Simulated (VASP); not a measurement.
# CsLiCr2Te2S3 (P6/mmm) in VASP: relaxation of cell and atoms with PBE

Aim: the relaxation of cell and atoms of CsLiCr2Te2S3 with PBE.

All numbers are computed with VASP 6.6.1; they aren't measurements. Logs are shortened: lines on timing, memory, paths and dates and some standing lists are left out, and cuts for length are marked.

## 1. Starting point

The structure is hexagonal, space group P6/mmm (No. 191). Conventional cell: a = 5.092 Å, b = 5.092 Å, c = 11.877 Å, α = 90.00°, β = 90.00°, γ = 120.00°. Around Cs (site symmetry 6/mmm) lie 2 Te at 3.99 Å. Li (site symmetry 6/mmm) has 2 Te at 1.95 Å as nearest neighbours. Around Cr (site symmetry -6m2) lie 3 S at 1.47 Å. Te (site symmetry 6mm) is surrounded by 1 Li at 1.95 Å. S (site symmetry mmm) has 2 Cr at 1.47 Å as nearest neighbours.

The cell was built by a generator and needn't be a form met in nature.

## 2. Relaxation of cell and atoms, PBE, collinear spin, ferromagnetic start

INCAR reads:

```
SYSTEM = CsLiCr2Te2S3
  PREC = Normal
  ENCUT = 520
  EDIFF = 1E-4
  ISMEAR = 0
  SIGMA = 0.15
  LREAL = Auto
  LASPH = .TRUE.
  NELM = 60
  ALGO = Fast
  ISIF = 3
  LWAVE = .FALSE.
  LCHARG = .FALSE.
  ISPIN = 2
  MAGMOM = 0 0 3 3 0 0 0 0 0
  LORBIT = 11
  LMAXMIX = 4
  GGA = PE
  IBRION = 2
  NSW = 24
  EDIFFG = -0.08
  KPAR = 2
```

KPOINTS reads:

```
regular mesh
0
G
  3 3 2
  0 0 0
```

POSCAR reads:

```
CsLiCr2Te2S3
1.0
    5.0924468500      0.0000000000      0.0000000000
   -2.5462234300      4.4101883400      0.0000000000
    0.0000000000      0.0000000000     11.8774650200
Cs Li Cr Te S
1 1 2 2 3
Direct
    0.0000000000      0.0000000000      0.5000000000
    0.0000000000      0.0000000000      0.0000000000
    0.3333333300      0.6666666700      0.0000000000
    0.6666666700      0.3333333300      0.0000000000
    0.0000000000      0.0000000000      0.8360293400
    0.0000000000      0.0000000000      0.1639706600
    0.5000000000      0.0000000000      0.0000000000
    0.0000000000      0.5000000000      0.0000000000
    0.5000000000      0.5000000000      0.0000000000
```

Potentials or basis: VASP PAW PBE potentials, release 64 (Cs_sv, Li_sv, Cr_pv, Te, S).

Launch:

```bash
cat potpaw_PBE.64/Cs_sv/POTCAR potpaw_PBE.64/Li_sv/POTCAR potpaw_PBE.64/Cr_pv/POTCAR potpaw_PBE.64/Te/POTCAR potpaw_PBE.64/S/POTCAR > POTCAR
mpirun -np 2 vasp_std > vasp.out
```

OUTCAR:

```text
SYSTEM = CsLiCr2Te2S3
   PREC = Normal
   ENCUT = 520
   EDIFF = 1E-4
   ISMEAR = 0
   LREAL = Auto
   LASPH = .TRUE.
   NELM = 60
   ISIF = 3
   ISPIN = 2
   LORBIT = 11
   GGA = PE
   IBRION = 2
   NSW = 24
   EDIFFG = -0.08

 ion  position               nearest neighbor table
   1  0.000  0.000  0.500-
   2  0.000  0.000  0.000-   5 1.95   6 1.95   9 2.55   9 2.55   7 2.55   7 2.55   8 2.55   8 2.55

   3  0.333  0.667  0.000-   8 1.47   7 1.47   9 1.47   4 2.94   4 2.94   4 2.94
   4  0.667  0.333  0.000-   8 1.47   7 1.47   9 1.47   3 2.94   3 2.94   3 2.94
   5  0.000  0.000  0.836-   2 1.95   9 3.21   9 3.21   7 3.21   7 3.21   8 3.21   8 3.21
   6  0.000  0.000  0.164-   2 1.95   9 3.21   9 3.21   7 3.21   7 3.21   8 3.21   8 3.21
   7  0.500  0.000  0.000-   3 1.47   4 1.47   8 2.55   8 2.55   2 2.55   2 2.55   9 2.55   9 2.55
                             6 3.21   5 3.21   6 3.21   5 3.21
   8  0.000  0.500  0.000-   3 1.47   4 1.47   7 2.55   7 2.55   9 2.55   9 2.55   2 2.55   2 2.55
                             5 3.21   6 3.21   6 3.21   5 3.21
   9  0.500  0.500  0.000-   3 1.47   4 1.47   2 2.55   2 2.55   8 2.55   8 2.55   7 2.55   7 2.55
                             6 3.21   5 3.21   5 3.21   6 3.21

 -----------------------------------------------------------------------------
|                                                                             |
|           W    W    AA    RRRRR   N    N  II  N    N   GGGG   !!!           |
|           W    W   A  A   R    R  NN   N  II  NN   N  G    G  !!!           |
|           W    W  A    A  R    R  N N  N  II  N N  N  G       !!!           |
|           W WW W  AAAAAA  RRRRR   N  N N  II  N  N N  G  GGG   !            |
|           WW  WW  A    A  R   R   N   NN  II  N   NN  G    G                |
|           W    W  A    A  R    R  N    N  II  N    N   GGGG   !!!           |
|                                                                             |
|     The distance between some ions is very small. Please check the          |
|     nearest-neighbor list in the OUTCAR file.                               |
|     I HOPE YOU KNOW WHAT YOU ARE DOING!                                     |
|                                                                             |
 -----------------------------------------------------------------------------

  LATTYP: Found a hexagonal cell.
 ALAT       =     5.0924468500
 C/A-ratio  =     2.3323689711

  Lattice vectors:

 A1 = (   5.0924468500,   0.0000000000,   0.0000000000)
 A2 = (  -2.5462234300,   4.4101883400,   0.0000000000)
 A3 = (   0.0000000000,   0.0000000000,  11.8774650200)

Analysis of symmetry for initial positions (statically):
=====================================================================
 Subroutine PRICEL returns:
 Original cell was already a primitive cell.

 Routine SETGRP: Setting up the symmetry group for a
 hexagonal supercell.

 Subroutine GETGRP returns: Found 24 space group operations
 (whereof 24 operations were pure point group operations)
 out of a pool of 24 trial point group operations.

The static configuration has the point symmetry D_6h.

Analysis of symmetry for dynamics (positions and initial velocities):
=====================================================================
 Subroutine PRICEL returns:
 Original cell was already a primitive cell.

 Routine SETGRP: Setting up the symmetry group for a
 hexagonal supercell.

 Subroutine GETGRP returns: Found 24 space group operations
 (whereof 24 operations were pure point group operations)
 out of a pool of 24 trial point group operations.

The dynamic configuration has the point symmetry D_6h.

Analysis of structural, dynamic, and magnetic symmetry:
=====================================================================
 Subroutine PRICEL returns:
 Original cell was already a primitive cell.

 Routine SETGRP: Setting up the symmetry group for a
 hexagonal supercell.

 Subroutine GETGRP returns: Found 24 space group operations
 (whereof 24 operations were pure point group operations)
 out of a pool of 24 trial point group operations.

The overall configuration has the point symmetry D_6h.

 Subroutine INISYM returns: Found 24 space group operations
 (whereof 24 operations are pure point group operations),
 and found     1 'primitive' translations

----------------------------------------------------------------------------------------

[... 111 lines left out ...]
   LORBIT       =     11    0 simple, 1 ext, 2 COOP (PROOUT), +10 PAW based schemes
   GGA     = PE    functional components
   LHFCALC =     F    Hartree Fock is set to
   AEXX    =    0.0000 exact exchange contribution
   IVDW    =     0    specifies the selected vdW correction
   LEPSILON=     F    determine dielectric tensor
   LRPA    =     F    only Hartree local field effects (RPA)
 conjugate gradient relaxation of ions
 spin polarized calculation
 RMM-DIIS sequential band-by-band and
 Gauss-broadening in eV      SIGMA  =   0.15
  energy-cutoff  :      520.00
  volume of cell :      266.75
 maximum number of plane-waves:      7268
   NGX = 19   NGY = 19   NGZ = 45

--------------------------------------- Ionic step        1  -------------------------------------------

 number of electron      65.9999981 magnetization       0.0287062

 Free energy of the ion-electron system (eV)
  ---------------------------------------------------
  ext. energy  EPLUGINS =         0.00000000
  ---------------------------------------------------
  free energy    TOTEN  =        18.77133249 eV

  energy without entropy =       18.86992236  energy(sigma->0) =       18.82062742

 E-fermi :   3.6179     XC(G=0):  -7.5037

 val. band max:        3.5341504267   @ k =   0.3333  -0.0000   0.0000
 cond. band min:       3.6979852279   @ k =   0.3333  -0.0000   0.0000
 fundamental gap:      0.1638348012
 Fermi energy:         3.6178720624

 spin component 1

 k-point     1 :       0.0000    0.0000    0.0000
  band No.  band energies     occupation
      1     -42.7405      1.00000
      2     -41.3068      1.00000
      3     -41.3068      1.00000
      4     -40.8835      1.00000
      5     -40.8835      1.00000
      6     -37.7946      1.00000
[... 574 lines left out ...]
--------------------------------------- Ionic step        2  -------------------------------------------

 number of electron      65.9997090 magnetization       7.7581062

------------------------ aborting loop EDIFF was not reached (unconverged)  ----------------------------

  FORCE on cell =-STRESS in cart. coord.  units (eV):
  Direction    XX          YY          ZZ          XY          YZ          ZX
  --------------------------------------------------------------------------------------
  -------------------------------------------------------------------------------------
  Total     -137.0492684   -137.0492685    -53.7611177      0.0000003      0.0000000     -0.0000000
  in kB     -181.4150795   -181.4150796    -71.1647538      0.0000004      0.0000000     -0.0000000
  external PRESSURE =    -144.6649709 kB  Pullay stress =       0.0000000 kB
[... 30 lines left out ...]
--------------------------------------- Ionic step        3  -------------------------------------------

 number of electron      66.0000161 magnetization       3.0435999

------------------------ aborting loop EDIFF was not reached (unconverged)  ----------------------------

  FORCE on cell =-STRESS in cart. coord.  units (eV):
  Direction    XX          YY          ZZ          XY          YZ          ZX
  --------------------------------------------------------------------------------------
  -------------------------------------------------------------------------------------
  Total       29.3716107     29.3716107      9.2995146     -0.0000000     -0.0000000     -0.0000000
  in kB      100.3427442    100.3427442     31.7700934     -0.0000002     -0.0000000     -0.0000000
  external PRESSURE =      77.4851940 kB  Pullay stress =       0.0000000 kB
[... 24 lines left out ...]
  FREE ENERGIE OF THE ION-ELECTRON SYSTEM (eV)
  ---------------------------------------------------
  free  energy   TOTEN  =       -34.6692738957 eV

  energy  without entropy=      -34.5081693187  energy(sigma->0) =      -34.58872161

[... ionic steps 4 to 12 ...]

--------------------------------------- Ionic step       13  -------------------------------------------

 number of electron      66.0000464 magnetization       4.0000112

------------------------ aborting loop because EDIFF is reached ----------------------------------------
[... 81 lines left out ...]
--------------------------------------- Ionic step       15  -------------------------------------------

 number of electron      66.0000557 magnetization       3.9907233

 Free energy of the ion-electron system (eV)
  ---------------------------------------------------
  ext. energy  EPLUGINS =         0.00000000
  ---------------------------------------------------
  free energy    TOTEN  =       -39.74129253 eV

  energy without entropy =      -39.58078743  energy(sigma->0) =      -39.66103998

 E-fermi :  -0.9925     XC(G=0):  -4.9436

 val. band max:       -0.9925460299   @ k =   0.0000   0.0000   0.0000
 cond. band min:      -0.9633136087   @ k =   0.3333  -0.0000   0.5000
 fundamental gap:      0.0292324212
 Fermi energy:        -0.9924791582

 spin component 1

 k-point     1 :       0.0000    0.0000    0.0000
  band No.  band energies     occupation
      1     -47.7269      1.00000
      2     -45.5624      1.00000
      3     -45.5617      1.00000
      4     -45.5613      1.00000
      5     -45.5607      1.00000
      6     -45.4938      1.00000
[... 568 lines left out ...]
  FREE ENERGIE OF THE ION-ELECTRON SYSTEM (eV)
  ---------------------------------------------------
  free  energy   TOTEN  =       -39.7412925309 eV

  energy  without entropy=      -39.5807874319  energy(sigma->0) =      -39.66103998

 reached required accuracy - stopping structural energy minimisation

 total charge

# of ion       s       p       d       tot
------------------------------------------
    1        1.852   4.712   0.027   6.590
    2        2.002   0.035   0.000   2.037
    3        0.329   6.318   4.204  10.851
    4        0.329   6.318   4.204  10.851
    5        1.375   1.965   0.001   3.341
    6        1.375   1.965   0.001   3.341
    7        1.344   2.435   0.000   3.779
    8        1.344   2.435   0.000   3.779
    9        1.344   2.435   0.000   3.779
--------------------------------------------------
tot         11.293  28.617   8.437  48.347

 magnetization (x)

# of ion       s       p       d       tot
------------------------------------------
    1        0.000  -0.002  -0.000  -0.002
    2        0.001   0.001   0.000   0.002
    3        0.059   0.042   2.862   2.963
    4        0.059   0.042   2.862   2.963
    5       -0.008  -0.476   0.000  -0.484
    6       -0.008  -0.476   0.000  -0.484
    7       -0.007  -0.165   0.000  -0.172
    8       -0.007  -0.165   0.000  -0.172
    9       -0.007  -0.165   0.000  -0.172
--------------------------------------------------
tot          0.082  -1.364   5.724   4.442
```

Run time: 17 min. Hardware: 2 MPI ranks of Intel Xeon Platinum 8259CL at 2.50GHz (Skylake/Cascade Lake), shared host; peak memory 0.35 GiB.

The run converged, but some of its settings lie outside the range that counts as converged, so its numbers aren't taken as properties of the crystal.

What came out:

| Item | Value |
| --- | --- |
| Free energy | -39.7413 eV |
| Relaxed volume | 65.96 Å³/atom |
| Relaxed cell | a = 7.350 Å, b = 7.350 Å, c = 12.691 Å, α = 90.00°, β = 90.00°, γ = 120.00° |
| Space group after relaxing (to 0.05 Å) | P6/mmm (No. 191) |
| Energy gained by relaxing | 6501.4 meV/atom |
| Ionic steps | 15 |
| Largest force after relaxing | 0.060 eV/Å |
| Band gap on the k mesh | none (metal or under the smearing width) |
| Net moment | 3.99 μB per cell |
| Site moments | Cs -0.00; Li +0.00; Cr +2.96; Te -0.48; S -0.17 μB |
| Valence electrons inside the program's atomic spheres | Cs 6.59; Li 2.04; Cr 10.85; Te 3.34; S 3.78 |

Caveat: the k mesh is coarse (spacing up to 0.47 Å⁻¹), so the values aren't converged; the cutoff is under 1.25 times the usual one of these potentials, so pressure, stress and relaxed cells hold a basis-set (Pulay) error; the volume moved by over 15 % at a fixed basis, so the end points are rough; only a ferromagnetic start was run, and an antiferromagnetic order may lie lower in energy; the relaxation stopped at a loose force limit of 0.08 eV/Å, so its end isn't a converged minimum.
